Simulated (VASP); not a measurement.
Level of theory: LDA (Ceperley-Alder, Perdew-Zunger) with spin-orbit coupling, VASP's LDA PAW potentials (set 64) (plane waves; VASP).

Input for VASP

### POSCAR
```
AgCl
1
    0.0000000000     2.6746618795     2.6746618795
    2.6746618795     0.0000000000     2.6746618795
    2.6746618795     2.6746618795    -0.0000000000
Ag Cl
1 1
Direct
  1.0000000000   1.0000000000   1.0000000000
  0.5000000000   0.5000000000   0.5000000000
```

**INCAR**
```
# general
SYSTEM     = AgCl
PREC       = Accurate
ENCUT      = 400   # plane-wave cut-off (eV)
LREAL      = F   # projection in real space or not
LASPH      = T   # aspherical one-centre terms

# electronic loop
EDIFF      = 1E-6
NELM       = 100   # most electronic steps
ALGO       = Normal   # blocked Davidson
LMAXMIX    = 4

# smearing
ISMEAR     = 0
SIGMA      = 0.05   # width (eV)

# functional
GGA_COMPAT = F

# spin
MAGMOM     = 6*0
LSORBIT    = T

# output
LWAVE      = F
LCHARG     = F
```

### KPOINTS
```
Automatic mesh
0
Gamma
8 8 8
0 0 0
```

KPOINTS_OPT:
```
k-points along high-symmetry lines
8
Line-mode
Reciprocal
  0.000000   0.000000   0.000000 ! GAMMA
  0.500000   0.000000   0.500000 ! X

  0.500000   0.000000   0.500000 ! X
  0.625000   0.250000   0.625000 ! U

  0.375000   0.375000   0.750000 ! K
  0.000000   0.000000   0.000000 ! GAMMA

  0.000000   0.000000   0.000000 ! GAMMA
  0.500000   0.500000   0.500000 ! L

  0.500000   0.500000   0.500000 ! L
  0.500000   0.250000   0.750000 ! W

  0.500000   0.250000   0.750000 ! W
  0.500000   0.000000   0.500000 ! X
```

POTCAR, in this order: Ag Cl (LDA.64 set). Program: vasp_ncl.

What VASP printed:

**OUTCAR**
```
 ion  position               nearest neighbor table
   1  0.000  0.000  0.000-   2 2.67   2 2.67   2 2.67   2 2.67   2 2.67   2 2.67
   2  0.500  0.500  0.500-   1 2.67   1 2.67   1 2.67   1 2.67   1 2.67   1 2.67
  LATTYP: Found a face centered cubic cell.
 ALAT       =     5.3493237590
 Subroutine PRICEL returns:
 Original cell was already a primitive cell.
 Subroutine GETGRP returns: Found 48 space group operations
The static configuration has the point symmetry O_h .
The dynamic configuration has the point symmetry O_h .
The overall configuration has the point symmetry O_h .
 Subroutine INISYM returns: Found 48 space group operations
 Subroutine IBZKPT returns following result:
 Found     29 irreducible k-points:

 Following reciprocal coordinates:
            Coordinates               Weight
  0.000000  0.000000  0.000000      1.000000
  0.125000  0.000000  0.000000      8.000000
  0.250000  0.000000  0.000000      8.000000
  0.375000  0.000000  0.000000      8.000000
  0.500000  0.000000  0.000000      4.000000
  0.125000  0.125000  0.000000      6.000000
  0.250000  0.125000  0.000000     24.000000
  0.375000  0.125000  0.000000     24.000000
...
```

OSZICAR:
```
       N       E                     dE             d eps       ncg     rms          rms(c)
DAV:   1     0.102799285243E+03    0.10280E+03   -0.75353E+03  1508   0.104E+03
DAV:   2    -0.183627563616E+01   -0.10464E+03   -0.99781E+02  1700   0.258E+02
DAV:   3    -0.691919290401E+01   -0.50829E+01   -0.50477E+01  1808   0.588E+01
DAV:   4    -0.697043945438E+01   -0.51247E-01   -0.51211E-01  1662   0.648E+00
DAV:   5    -0.697116333440E+01   -0.72388E-03   -0.72385E-03  1758   0.774E-01    0.902E+00
DAV:   6    -0.682254600385E+01    0.14862E+00   -0.30984E-01  1604   0.843E+00    0.592E+00
DAV:   7    -0.681784790790E+01    0.46981E-02   -0.98254E-02  1556   0.248E+00    0.222E+00
DAV:   8    -0.681514838882E+01    0.26995E-02   -0.53152E-03  1598   0.865E-01    0.622E-01
DAV:   9    -0.681501864453E+01    0.12974E-03   -0.86944E-04  1650   0.322E-01    0.206E-01
DAV:  10    -0.681501157803E+01    0.70665E-05   -0.54909E-05  1722   0.990E-02    0.274E-02
DAV:  11    -0.681501505181E+01   -0.34738E-05   -0.12318E-05  1598   0.498E-02    0.741E-03
DAV:  12    -0.681501477039E+01    0.28142E-06   -0.11258E-06  1056   0.186E-02
   1 F= -.68150148E+01 E0= -.68150148E+01  d E =-.996446E-17  mag=     0.0000    -0.0000     0.0000
       N       E                     dE             ncg
       N       E                     dE             ncg
```

OUTCAR:
```
------------------------ aborting loop because EDIFF is reached ----------------------------------------
  FORCE on cell =-STRESS in cart. coord.  units (eV):
  Direction    XX          YY          ZZ          XY          YZ          ZX
  --------------------------------------------------------------------------------------
  Total       -0.0045574     -0.0045574     -0.0045574     -0.0000000     -0.0000000      0.0000000
  in kB       -0.1908056     -0.1908056     -0.1908056     -0.0000000     -0.0000000      0.0000000
  external PRESSURE =      -0.1908056 kB  Pullay stress =       0.0000000 kB
  volume of cell :       38.27
      direct lattice vectors                 reciprocal lattice vectors
     0.000000000  2.674661879  2.674661879    -0.186939517  0.186939517  0.186939517
     2.674661879  0.000000000  2.674661879     0.186939517 -0.186939517  0.186939517
     2.674661879  2.674661879  0.000000000     0.186939517  0.186939517 -0.186939517
  FREE ENERGIE OF THE ION-ELECTRON SYSTEM (eV)
  ---------------------------------------------------
  free  energy   TOTEN  =        -6.8150147704 eV

  energy  without entropy=       -6.8150147704  energy(sigma->0) =       -6.81501477

 Ion:    1  E_soc:     -0.0410572

 Ion:    2  E_soc:     -0.0036339
```
(Selected blocks of OUTCAR.)

The compound is AgCl in the rock salt structure. It was relaxed first, which changed the volume by -10 %.
